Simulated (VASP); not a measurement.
A convergence study with VASP on Ca (space group Fm-3m): a few settings are varied, all else stays as given below, so the limit is that of these other settings.

```
Ca
1.0
    0.00000     2.79837     2.79837
    2.79837     0.00000     2.79837
    2.79837     2.79837     0.00000
Ca
1
Cartesian
  0.00000   0.00000   0.00000
```

Level of theory: PBEsol GGA, VASP's PBE PAW potentials (set 64) (plane waves; VASP). The last row used: 300 eV cut-off, 19×19×19 Γ-centred mesh, tetrahedra with Blöchl corrections, potentials Ca_sv.

```csv
setting,E (eV/atom),pressure (GPa),irreducible k-points
4×4×4 mesh,-2.1587,-1.76,8
5×5×5 mesh,-2.1236,-1.62,10
7×7×7 mesh,-2.1305,-1.55,20
8×8×8 mesh,-2.1259,-1.54,29
10×10×10 mesh,-2.1296,-1.49,47
12×12×12 mesh,-2.1269,-1.44,72
15×15×15 mesh,-2.1278,-1.40,120
19×19×19 mesh,-2.1274,-1.38,220
```

Left out are rungs that failed or repeat a setting and relaxations that didn't move; long series are thinned to 24 rows.

The structure is a typed Ca crystal (space group no. 225). The cell was not relaxed at this level.
